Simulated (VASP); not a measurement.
Method: r2SCAN meta-GGA, VASP's PBE PAW potentials (set 64) (plane waves; VASP 6.6.1).

Input for VASP

### INCAR
```
# general
SYSTEM =TaN
PREC   =Accurate
ENCUT  =520
LREAL  =.FALSE.   # projection in real space or not
LASPH  =.TRUE.

# electronic loop
EDIFF  =1E-6   # SCF stop (eV)
NELM   =100   # most electronic steps
ALGO   =Normal   # blocked Davidson
LMAXMIX=6   # l cut-off of mixed one-centre charges
LMIXTAU=.TRUE.

# smearing
ISMEAR =1
SIGMA  =0.1   # width (eV)

# functional
METAGGA=R2SCAN

# ions
IBRION =2   # conjugate gradients
NSW    =60   # most ionic steps
ISIF   =3   # ions, shape and volume
EDIFFG =-0.01   # ionic stop

# output
LWAVE  =.FALSE.
LCHARG =.FALSE.
```

### POSCAR
```
TaN
1.0
  0.0000000000   2.2009700930   2.2009700930
  2.2009700930   0.0000000000   2.2009700930
  2.2009700930   2.2009700930   0.0000000000
N Ta
1 1
direct
  0.0000000000   0.0000000000   0.0000000000
  0.5000000000   0.5000000000   0.5000000000
```

KPOINTS:
```
Automatic mesh
0
Gamma
13 13 13
0 0 0
```

POTCAR, in this order: N Ta_pv (PBE.64 set). Program: vasp_std.

The resulting files:

File OSZICAR:
```
       N       E                     dE             d eps       ncg     rms          rms(c)
DAV:   1     0.486660680909E+02    0.48666E+02   -0.94769E+03  2016   0.145E+03
DAV:   2    -0.631712868009E+02   -0.11184E+03   -0.10580E+03  2340   0.347E+02
DAV:   3    -0.671082220284E+02   -0.39369E+01   -0.38583E+01  2532   0.589E+01
DAV:   4    -0.671757205831E+02   -0.67499E-01   -0.61325E-01  2276   0.639E+00
DAV:   5    -0.671766133409E+02   -0.89276E-03   -0.89215E-03  2568   0.634E-01    0.253E+01
DAV:   6    -0.589635396663E+02    0.82131E+01   -0.97545E+00  2384   0.349E+01    0.976E+00
DAV:   7    -0.597476368231E+02   -0.78410E+00   -0.48826E-01  2208   0.721E+00    0.630E+00
DAV:   8    -0.584840713395E+02    0.12636E+01   -0.64276E-01  2480   0.853E+00    0.162E+00
DAV:   9    -0.596535389226E+02   -0.11695E+01   -0.25149E-01  2304   0.540E+00    0.134E+00
DAV:  10    -0.596462827675E+02    0.72562E-02   -0.77187E-03  2324   0.749E-01    0.105E+00
DAV:  11    -0.596371299209E+02    0.91528E-02   -0.57598E-03  2256   0.733E-01    0.682E-01
DAV:  12    -0.596330661685E+02    0.40638E-02   -0.36449E-02  2364   0.144E+00    0.874E-02
DAV:  13    -0.596329323921E+02    0.13378E-03   -0.12356E-03  2068   0.394E-01    0.920E-02
DAV:  14    -0.596330773186E+02   -0.14493E-03   -0.21360E-04  2388   0.162E-01    0.700E-02
DAV:  15    -0.596330408032E+02    0.36515E-04   -0.83526E-05  2060   0.108E-01    0.447E-02
DAV:  16    -0.596330609293E+02   -0.20126E-04   -0.14232E-04  2392   0.100E-01    0.159E-02
DAV:  17    -0.596330601114E+02    0.81787E-06   -0.31266E-06  2340   0.315E-02
   1 F= -.59633060E+02 E0= -.59633157E+02  d E =-.596331E+02
       N       E                     dE             d eps       ncg     rms          rms(c)
DAV:   1    -0.596338189767E+02   -0.75805E-03   -0.32568E-02  2056   0.240E+00    0.350E-01
DAV:   2    -0.596330623116E+02    0.75667E-03   -0.13363E-03  2152   0.385E-01    0.143E-01
DAV:   3    -0.596329297786E+02    0.13253E-03   -0.48958E-04  2192   0.287E-01    0.266E-02
DAV:   4    -0.596329679212E+02   -0.38143E-04   -0.52356E-05  2540   0.719E-02    0.164E-02
DAV:   5    -0.596329687052E+02   -0.78404E-06   -0.27080E-05  2512   0.401E-02    0.109E-02
DAV:   6    -0.596329675613E+02    0.11438E-05   -0.56449E-06  2268   0.260E-02    0.293E-03
DAV:   7    -0.596329676688E+02   -0.10744E-06   -0.41930E-06  2068   0.239E-02
   2 F= -.59632968E+02 E0= -.59633066E+02  d E =0.924426E-04
       N       E                     dE             d eps       ncg     rms          rms(c)
DAV:   1    -0.596334584099E+02   -0.49085E-03   -0.13342E-02  2056   0.153E+00    0.222E-01
DAV:   2    -0.596331380311E+02    0.32038E-03   -0.54774E-04  2124   0.247E-01    0.899E-02
DAV:   3    -0.596330858201E+02    0.52211E-04   -0.20204E-04  2196   0.185E-01    0.171E-02
DAV:   4    -0.596331004368E+02   -0.14617E-04   -0.21271E-05  2532   0.460E-02    0.110E-02
DAV:   5    -0.596331036527E+02   -0.32160E-05   -0.98611E-06  2456   0.245E-02    0.692E-03
DAV:   6    -0.596331018931E+02    0.17596E-05   -0.24155E-06  1968   0.171E-02    0.188E-03
DAV:   7    -0.596331037356E+02   -0.18425E-05   -0.16001E-06  1544   0.151E-02    0.132E-03
DAV:   8    -0.596331036211E+02    0.11451E-06   -0.23884E-07  1008   0.572E-03
   3 F= -.59633104E+02 E0= -.59633201E+02  d E =-.435097E-04
```

### OUTCAR
```
------------------------ aborting loop because EDIFF is reached ----------------------------------------
  FORCE on cell =-STRESS in cart. coord.  units (eV):
  Direction    XX          YY          ZZ          XY          YZ          ZX
  --------------------------------------------------------------------------------------
  Total        0.0007468      0.0007468      0.0007468      0.0000000      0.0000000      0.0000000
  in kB        0.0560327      0.0560327      0.0560327      0.0000000      0.0000000      0.0000000
  external PRESSURE =       0.0560327 kB  Pullay stress =       0.0000000 kB
  volume of cell :       21.35
      direct lattice vectors                 reciprocal lattice vectors
     0.000000000  2.201953920  2.201953920    -0.227071055  0.227071055  0.227071055
     2.201953920  0.000000000  2.201953920     0.227071055 -0.227071055  0.227071055
     2.201953920  2.201953920  0.000000000     0.227071055  0.227071055 -0.227071055
 POSITION                                       TOTAL-FORCE (eV/Angst)
 -----------------------------------------------------------------------------------
      0.00000      0.00000      0.00000        -0.000000     -0.000000     -0.000000
      2.20195      2.20195      2.20195         0.000000      0.000000      0.000000
 -----------------------------------------------------------------------------------
    total drift:                                0.000000     -0.000000     -0.000000
  FREE ENERGIE OF THE ION-ELECTRON SYSTEM (eV)
  ---------------------------------------------------
  free  energy   TOTEN  =       -59.6331036211 eV

  energy  without entropy=      -59.6333953505  energy(sigma->0) =      -59.63320086

 reached required accuracy - stopping structural energy minimisation
```
(Selected blocks of OUTCAR.)

CONTCAR:
```
TaN
   1.00000000000000
     0.0000000000000000    2.2019539204068841    2.2019539204068841
     2.2019539204068841    0.0000000000000000    2.2019539204068841
     2.2019539204068841    2.2019539204068841    0.0000000000000000
  N               Ta
     1     1
Direct
     0.0000000000000000    0.0000000000000000    0.0000000000000000
     0.5000000000000000    0.5000000000000000    0.5000000000000000
```

**OUTCAR**
```
 val. band max:        9.6471204506   @ k =  -0.3077   0.3077   0.0000

 cond. band min:       9.6669673990   @ k =  -0.3846   0.2308   0.0000


 Fermi energy:         9.6568250239

 k-point     1 :       0.0000    0.0000    0.0000
  band No.  band energies     occupation
      1     -27.5924      2.00000
      2     -27.5924      2.00000
      3     -27.5924      2.00000
      4     -10.4153      2.00000
      5       5.4305      2.00000
      6       5.4305      2.00000
      7       5.4305      2.00000
      8       7.4089      2.00000
      9       7.4089      2.00000
     10       7.4089      2.00000
     11       9.6959      0.39184
     12       9.6959      0.39183

 k-point     2 :       0.0769    0.0000    0.0000
  band No.  band energies     occupation
      1     -27.6460      2.00000
      2     -27.5971      2.00000
      3     -27.5971      2.00000
      4     -10.2717      2.00000
      5       4.7076      2.00000
      6       4.9498      2.00000
      7       4.9498      2.00000
      8       7.6383      2.00000
      9       7.6383      2.00000
     10       7.7095      2.00000
     11      10.2720     -0.00000
     12      10.2720     -0.00000

 k-point     3 :       0.1538    0.0000    0.0000
  band No.  band energies     occupation
      1     -27.7917      2.00000
      2     -27.6101      2.00000
      3     -27.6101      2.00000
      4      -9.8648      2.00000
      5       3.3243      2.00000
      6       4.0296      2.00000
      7       4.0296      2.00000
      8       8.1369      2.00000
      9       8.1721      2.00000
     10       8.1721      2.00000
     11      11.6049     -0.00000
     12      11.6049     -0.00000

 k-point     4 :       0.2308    0.0000    0.0000
  band No.  band energies     occupation
      1     -27.9906      2.00000
      2     -27.6284      2.00000
      3     -27.6283      2.00000
      4      -9.2618      2.00000
      5       1.8622      2.00000
      6       3.1294      2.00000
...
```

Unless said otherwise, spin-orbit coupling is left out, though it shifts the bands of the heavy elements here.

The structure was generated: TaN was put into the rocksalt type (Fm-3m), which need not be its known phase. This run relaxes it. Symmetry was kept, so distortions that lower it aren't found. The start is the result of an earlier pass. VASP warned that the highest band is occupied, so more bands are needed.
